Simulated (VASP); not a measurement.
# ScZnGaS4 (P3m1) in VASP: reference runs

Reference runs on ScZnGaS4: the cell as given and a disturbed copy.

Everything below comes from runs of VASP 6.6.1. Logs are shortened: lines on timing, memory, paths and dates and some standing lists are left out, and cuts for length are marked.

## 1. The crystal as given

Symmetry: P3m1, No. 156, trigonal system. Conventional cell: a = 3.824 Å, b = 3.824 Å, c = 12.509 Å, α = 90.00°, β = 90.00°, γ = 120.00°. Around Ga (site symmetry 3m) lie 4 S at 2.22 to 2.41 Å. Around Zn (site symmetry 3m) lie 6 S at 2.54 to 2.57 Å. Around Sc (site symmetry 3m) lie 4 S at 2.36 to 2.45 Å. S (site symmetry 3m) is surrounded by 1 Sc at 2.36 Å and 3 Zn at 2.57 Å. S (site symmetry 3m) is surrounded by 1 Ga at 2.22 Å and 3 Zn at 2.54 Å. Around S (site symmetry 3m) lie 3 Ga at 2.41 Å. S (site symmetry 3m) has 3 Sc at 2.45 Å as nearest neighbours.

The cell comes from a database or a generator and needn't be the stable form of this composition.

## 2. Single point, PBE

INCAR

```
  PREC = Accurate
  ENCUT = 520
  EDIFF = 1E-7
  ISMEAR = -1
  SIGMA = 0.05
  LREAL = F
  LASPH = T
  NELM = 60
  ALGO = Normal
  ISIF = 2
  LWAVE = F
  LCHARG = T
  GGA = PE
  LELF = T
  LVHAR = T
  NBANDS = 39
```

KPOINTS

```
regular mesh
0
Gamma
  8 8 3
```

POSCAR

```
ScZnGaS4
1.0
    3.8235926644      0.0000000000      0.0000000000
   -1.9117963322      3.3113283811      0.0000000000
    0.0000000000      0.0000000000     12.5087800002
Ga Zn Sc S
1 1 1 4
Direct
    0.6666666667      0.3333333333      0.2159150000
    0.3333333333      0.6666666667      0.4931110000
    0.0000000000      0.0000000000      0.7876930000
    0.0000000000      0.0000000000      0.5990460000
    0.6666666667      0.3333333333      0.3932990000
    0.0000000000      0.0000000000      0.1382150000
    0.6666666667      0.3333333333      0.8727200000
```

Potentials or basis: VASP PAW PBE potentials, release 64 (Ga_d, Zn, Sc_sv, S).

Command:

```bash
$ cat potpaw_PBE.64/Ga_d/POTCAR potpaw_PBE.64/Zn/POTCAR potpaw_PBE.64/Sc_sv/POTCAR potpaw_PBE.64/S/POTCAR > POTCAR
$ mpirun -np 1 vasp_std > vasp.out
```

OUTCAR:

```text
PREC = Accurate
   ENCUT = 520
   EDIFF = 1E-7
   ISMEAR = -1
   LREAL = F
   LASPH = T
   NELM = 60
   ISIF = 2
   GGA = PE

 ion  position               nearest neighbor table
   1  0.667  0.333  0.216-   5 2.22   6 2.41   6 2.41   6 2.41
   2  0.333  0.667  0.493-   5 2.54   5 2.54   5 2.54   4 2.57   4 2.57   4 2.57
   3  0.000  0.000  0.788-   4 2.36   7 2.45   7 2.45   7 2.45
   4  0.000  0.000  0.599-   3 2.36   2 2.57   2 2.57   2 2.57
   5  0.667  0.333  0.393-   1 2.22   2 2.54   2 2.54   2 2.54
   6  0.000  0.000  0.138-   1 2.41   1 2.41   1 2.41
   7  0.667  0.333  0.873-   3 2.45   3 2.45   3 2.45

  LATTYP: Found a hexagonal cell.
 ALAT       =     3.8235926644
 C/A-ratio  =     3.2714729570

  Lattice vectors:

 A1 = (   3.8235926644,   0.0000000000,   0.0000000000)
 A2 = (  -1.9117963322,   3.3113283811,   0.0000000000)
 A3 = (   0.0000000000,   0.0000000000,  12.5087800002)

Analysis of symmetry for initial positions (statically):
=====================================================================
 Subroutine PRICEL returns:
 Original cell was already a primitive cell.

 Routine SETGRP: Setting up the symmetry group for a
 hexagonal supercell.

 Subroutine GETGRP returns: Found  6 space group operations
 (whereof  6 operations were pure point group operations)
 out of a pool of 24 trial point group operations.

The static configuration has the point symmetry C_3v.

Analysis of symmetry for dynamics (positions and initial velocities):
=====================================================================
 Subroutine PRICEL returns:
 Original cell was already a primitive cell.

 Routine SETGRP: Setting up the symmetry group for a
 hexagonal supercell.

 Subroutine GETGRP returns: Found  6 space group operations
 (whereof  6 operations were pure point group operations)
 out of a pool of 24 trial point group operations.

The dynamic configuration has the point symmetry C_3v.

 Subroutine INISYM returns: Found  6 space group operations
 (whereof  6 operations are pure point group operations),
 and found     1 'primitive' translations

----------------------------------------------------------------------------------------

                                     Primitive cell

  volume of cell :     158.3758

  direct lattice vectors                    reciprocal lattice vectors
     3.823592664  0.000000000  0.000000000     0.261534135  0.150996803  0.000000000
    -1.911796332  3.311328381  0.000000000     0.000000000  0.301993606  0.000000000
     0.000000000  0.000000000 12.508780000     0.000000000  0.000000000  0.079943847

  length of vectors
     3.823592664  3.823592664 12.508780000     0.301993606  0.301993606  0.079943847

  position of ions in fractional coordinates (direct lattice)
     0.666666667  0.333333333  0.215915000
     0.333333333  0.666666667  0.493111000
     0.000000000  0.000000000  0.787693000
     0.000000000  0.000000000  0.599046000
     0.666666667  0.333333333  0.393299000
     0.000000000  0.000000000  0.138215000
     0.666666667  0.333333333  0.872720000

  ion indices of the primitive-cell ions
   primitive index   ion index
                 1           1
                 2           2
                 3           3
                 4           4
                 5           5
                 6           6
                 7           7

----------------------------------------------------------------------------------------

 KPOINTS: regular mesh

Automatic generation of k-mesh.
 Grid dimensions read from file:
 generate k-points for:    8    8    3

 Generating k-lattice:

  Cartesian coordinates                     Fractional coordinates (reciprocal lattice)
     0.032691767  0.018874600  0.000000000     0.125000000  0.000000000  0.000000000
     0.000000000  0.037749201  0.000000000     0.000000000  0.125000000  0.000000000
     0.000000000  0.000000000  0.026647949     0.000000000  0.000000000  0.333333333

  Length of vectors
     0.037749201  0.037749201  0.026647949

  Shift w.r.t. Gamma in fractional coordinates (k-lattice)
     0.000000000  0.000000000  0.000000000

 Subroutine IBZKPT returns following result:
 ===========================================

 Found     25 irreducible k-points:

 Following reciprocal coordinates:
            Coordinates               Weight
  0.000000  0.000000  0.000000      1.000000
  0.125000  0.000000  0.000000      6.000000
  0.250000  0.000000  0.000000      6.000000
  0.375000  0.000000  0.000000      6.000000
  0.500000  0.000000  0.000000      3.000000
  0.125000  0.125000  0.000000      6.000000
[... 16 lines left out ...]
 -0.125000  0.500000  0.333333     12.000000
  0.250000  0.250000  0.333333     12.000000
   k-points           NKPTS =     25   k-points in BZ     NKDIM =     25   number of bands    NBANDS=     39
   number of dos      NEDOS =    301   number of ions     NIONS =      7
   total plane-waves  NPLWV =  75264
   dimension x,y,z NGX =    28 NGY =   28 NGZ =   96
   dimension x,y,z NGXF=    56 NGYF=   56 NGZF=  192
   ions per type =               1   1   1   4
   NGX,Y,Z   is equivalent  to a cutoff of  12.17, 12.17, 12.76 a.u.
   NGXF,Y,Z  is equivalent  to a cutoff of  24.35, 24.35, 25.52 a.u.
 SYSTEM =  unknown system
   PREC   = accura    normal or accurate (medium, high low for compatibility)
   ISTART =      0    job   : 0-new  1-cont  2-samecut
   ICHARG =      2    charge: 1-file 2-atom 10-const
   ISPIN  =      1    spin polarized calculation?
   LNONCOLLINEAR =      F non collinear calculations
   LSORBIT =      F    spin-orbit coupling
   LASPH  =      T    aspherical Exc in radial PAW
   ENCUT  =  520.0 eV  38.22 Ry    6.18 a.u.   7.11  7.11 23.26*2*pi/ulx,y,z
   NELM   =     60;   NELMIN=  2; NELMDL= -5     # of ELM steps
   EDIFF  = 0.1E-06   stopping-criterion for ELM
   LREAL  =      F    real-space projection
   EDIFFG = 0.1E-05   stopping-criterion for IOM
   NSW    =      0    number of steps for IOM
   IBRION =     -1    ionic relax: 0-MD 1-quasi-New 2-CG
   NFREE  =      0    steps in history (QN), initial steepest desc. (CG)
   ISIF   =      2    stress and relaxation
   ISYM   =      2    0-nonsym 1-usesym 2-fastsym
   POTIM  = 0.5000    time-step for ionic-motion
   TEBEG  =    0.0;   TEEND  =   0.0 temperature during run
   PSTRESS=    0.0 pullay stress
   NELECT =      60.0000    total number of electrons
   NUPDOWN=      -1.0000    fix difference up-down
   EMIN   =  10.00;   EMAX   =-10.00  energy-range for DOS
   EFERMI =   0.00;   METHOD = LEGACY
   ISMEAR =    -1;   SIGMA  =   0.05  broadening in eV -4-tet -1-fermi 0-gaus
   EFERMI_NEDOS =   21; number of points for ismear=-14 and -15
   IALGO  =     38    algorithm
   IMIX   =      4    mixing-type and parameters
     AMIX     =   0.40;   BMIX     =  1.00
     AMIX_MAG =   1.60;   BMIX_MAG =  1.00
  volume/ion in A,a.u.               =      22.63       152.68
  Fermi-wavevector in a.u.,A,eV,Ry     =   1.184574  2.238521 19.091916  1.403216
  Thomas-Fermi vector in A             =   2.320786
   LORBIT       =      0    0 simple, 1 ext, 2 COOP (PROOUT), +10 PAW based schemes
   GGA     = PE    functional components
   LHFCALC =     F    Hartree Fock is set to
   AEXX    =    0.0000 exact exchange contribution
   IVDW    =     0    specifies the selected vdW correction
   LEPSILON=     F    determine dielectric tensor
   LRPA    =     F    only Hartree local field effects (RPA)
 non-spin polarized calculation
  energy-cutoff  :      520.00
  volume of cell :      158.38
 maximum number of plane-waves:      4292
   NGX = 15   NGY = 15   NGZ = 47

 number of electron      59.9999997 magnetization

 Free energy of the ion-electron system (eV)
  ---------------------------------------------------
  ext. energy  EPLUGINS =         0.00000000
  ---------------------------------------------------
  free energy    TOTEN  =       -33.39378668 eV

  energy without entropy =      -33.39378226  energy(sigma->0) =      -33.39378447

 E-fermi :   3.2326     XC(G=0):  -9.1502

 val. band max:        2.6513860461   @ k =   0.2500   0.0000   0.3333
 cond. band min:       3.6621468013   @ k =   0.0000   0.0000   0.0000
 fundamental gap:      1.0107607552
 Fermi energy:         3.2325641800

 k-point     1 :       0.0000    0.0000    0.0000
  band No.  band energies     occupation
      1     -46.5950      2.00000
      2     -25.2653      2.00000
      3     -25.2653      2.00000
      4     -25.1874      2.00000
      5     -12.3580      2.00000
      6     -12.2369      2.00000
[... 31 lines left out ...]
     38       7.4306      0.00000
     39       7.4316      0.00000

 k-point     2 :       0.1250    0.0000    0.0000
  band No.  band energies     occupation
      1     -46.5941      2.00000
      2     -25.2787      2.00000
      3     -25.2682      2.00000
      4     -25.1849      2.00000
      5     -12.3584      2.00000
      6     -12.2569      2.00000
[... 31 lines left out ...]
     38       7.2126      0.00000
     39       7.7866      0.00000

 k-point     3 :       0.2500    0.0000    0.0000
  band No.  band energies     occupation
      1     -46.5920      2.00000
      2     -25.3100      2.00000
      3     -25.2750      2.00000
      4     -25.1795      2.00000
      5     -12.3698      2.00000
      6     -12.2872      2.00000
[... 31 lines left out ...]
     38       7.2829      0.00000
     39       8.1260      0.00000

 k-point     4 :       0.3750    0.0000    0.0000
  band No.  band energies     occupation
      1     -46.5899      2.00000
      2     -25.3406      2.00000
      3     -25.2818      2.00000
      4     -25.1745      2.00000
      5     -12.3955      2.00000
      6     -12.2949      2.00000
[... 31 lines left out ...]
     38       7.0358      0.00000
     39       8.5429      0.00000
[... 754 lines left out ...]
     38       7.2282      0.00000
     39       8.3549      0.00000

 k-point    23 :      -0.1250    0.5000    0.3333
  band No.  band energies     occupation
      1     -46.5890      2.00000
      2     -25.3468      2.00000
      3     -25.2911      2.00000
      4     -25.1724      2.00000
      5     -12.4044      2.00000
      6     -12.2954      2.00000
[... 31 lines left out ...]
     38       7.1943      0.00000
     39       8.3606      0.00000

 k-point    24 :       0.2500    0.2500    0.3333
  band No.  band energies     occupation
      1     -46.5890      2.00000
      2     -25.3384      2.00000
      3     -25.2996      2.00000
      4     -25.1724      2.00000
      5     -12.4006      2.00000
      6     -12.2964      2.00000
[... 31 lines left out ...]
     38       7.8196      0.00000
     39       8.0922      0.00000

 [... further k-points ...]

------------------------ aborting loop because EDIFF is reached ----------------------------------------

  FORCE on cell =-STRESS in cart. coord.  units (eV):
  Direction    XX          YY          ZZ          XY          YZ          ZX
  --------------------------------------------------------------------------------------
  -------------------------------------------------------------------------------------
  Total       -0.0358727     -0.0358727      0.2118809      0.0000000      0.0000000      0.0000000
  in kB       -0.3628993     -0.3628993      2.1434507      0.0000000      0.0000000      0.0000000
  external PRESSURE =       0.4725507 kB  Pullay stress =       0.0000000 kB

 VOLUME and BASIS-vectors are now :
 -----------------------------------------------------------------------------
  energy-cutoff  :      520.00
  volume of cell :      158.38
      direct lattice vectors                 reciprocal lattice vectors
     3.823592664  0.000000000  0.000000000     0.261534135  0.150996803  0.000000000
    -1.911796332  3.311328381  0.000000000     0.000000000  0.301993606  0.000000000
     0.000000000  0.000000000 12.508780000     0.000000000  0.000000000  0.079943847

 POSITION                                       TOTAL-FORCE (eV/Angst)
 -----------------------------------------------------------------------------------
      1.91180      1.10378      2.70083        -0.000000      0.000000     -0.000146
     -0.00000      2.20755      6.16822         0.000000      0.000000     -0.049959
      0.00000      0.00000      9.85308        -0.000000      0.000000     -0.073029
      0.00000      0.00000      7.49333        -0.000000      0.000000     -0.048569
      1.91180      1.10378      4.91969        -0.000000      0.000000      0.085854
      0.00000      0.00000      1.72890        -0.000000      0.000000      0.056529
      1.91180      1.10378     10.91666        -0.000000     -0.000000      0.029320
 -----------------------------------------------------------------------------------
    total drift:                               -0.000005      0.000005      0.001011

  FREE ENERGIE OF THE ION-ELECTRON SYSTEM (eV)
  ---------------------------------------------------
  free  energy   TOTEN  =       -33.3937866802 eV

  energy  without entropy=      -33.3937822587  energy(sigma->0) =      -33.39378447
```

It took 2.1 min on 1 thread of AMD EPYC 9R45 (Zen 5), shared host; peak memory 0.32 GiB.

What came out:

* Free energy: -33.3938 eV
* Pressure: 0.0 GPa
* Largest force: 0.086 eV/Å
* Band gap on the k mesh: 1.01 eV, indirect (least direct gap 1.14 eV)

Forces in eV/Å, atoms in the order of the input:
```
Ga   0.000  0.000  0.000
Zn   0.000  0.000 -0.050
Sc   0.000  0.000 -0.073
S    0.000  0.000 -0.049
S    0.000  0.000  0.086
S    0.000  0.000  0.057
S    0.000  0.000  0.029
```

Caveat: an odd mesh through Γ misses points on the zone boundary, where band edges often lie.

## 3. Single point, PBE (atoms moved at random, drawn with an rms of 0.05 Å)

INCAR

```
SYSTEM = ScZnGaS4
  ALGO = Normal
  EDIFF = 1E-7
  ENCUT = 520
  GGA = PE
  ISIF = 2
  ISMEAR = -1
  LASPH = .TRUE.
  LCHARG = .FALSE.
  LREAL = .FALSE.
  LWAVE = .FALSE.
  NBANDS = 39
  NELM = 60
  PREC = Accurate
  SIGMA = 0.05
```

KPOINTS

```
k-points
0
G
  8 8 3
  0 0 0
```

POSCAR

```
ScZnGaS4
1.0
    3.8235926644      0.0000000000      0.0000000000
   -1.9117963322      3.3113283811      0.0000000000
    0.0000000000      0.0000000000     12.5087800002
Ga Zn Sc S
1 1 1 4
Direct
    0.6624600000      0.3270220000      0.2153690000
    0.3421560000      0.6759010000      0.4908550000
   -0.0031500000     -0.0122110000      0.7880260000
   -0.0068780000      0.0066280000      0.5984540000
    0.6698480000      0.3327500000      0.3941680000
   -0.0015390000     -0.0167930000      0.1370530000
    0.6731880000      0.3436970000      0.8714210000
```

Potentials or basis: VASP PAW PBE potentials, release 64 (Ga_d, Zn, Sc_sv, S).

Command:

```bash
$ cat potpaw_PBE.64/Ga_d/POTCAR potpaw_PBE.64/Zn/POTCAR potpaw_PBE.64/Sc_sv/POTCAR potpaw_PBE.64/S/POTCAR > POTCAR
$ mpirun -np 1 vasp_std > vasp.out
```

Run time: 8.1 min. Hardware: 1 thread of AMD EPYC 9R45 (Zen 5), shared host; peak memory 0.66 GiB.

The run converged. Its results:

* Free energy: -33.3557 eV
* Pressure: 0.1 GPa
* Largest force: 0.809 eV/Å
* Band gap on the k mesh: 0.93 eV, indirect (least direct gap 1.01 eV)

Forces in eV/Å, atoms in the order of the input:
```
Ga   0.116 -0.149  0.127
Zn  -0.042 -0.051  0.101
Sc  -0.051  0.687 -0.424
S    0.052 -0.017  0.102
S   -0.001  0.031 -0.227
S   -0.123  0.172  0.104
S    0.048 -0.674  0.216
```

Stress tensor (GPa, compression positive):
```
-0.36  0.04  0.25
 0.04  1.04 -0.91
 0.25 -0.91 -0.27
```

Levels at points of the mesh, in eV from the valence-band top:
```tsv
k point	band 27	band 28	band 29	band 30	band 31	band 32	band 33	band 34
(0.00, 0.00, 0.00)	-0.45	-0.38	-0.13	-0.09	0.93	2.26	2.41	3.17
(0.50, 0.00, 0.00)	-1.86	-1.74	-1.23	-0.08	1.61	1.93	2.23	2.89
(0.00, 0.50, 0.00)	-1.86	-1.74	-1.21	-0.09	1.55	1.80	2.22	2.86
(0.50, 0.50, 0.00)	-1.82	-1.77	-1.22	-0.08	1.59	1.91	2.24	2.89
```

Caveat: an odd mesh through Γ misses points on the zone boundary, where band edges often lie.
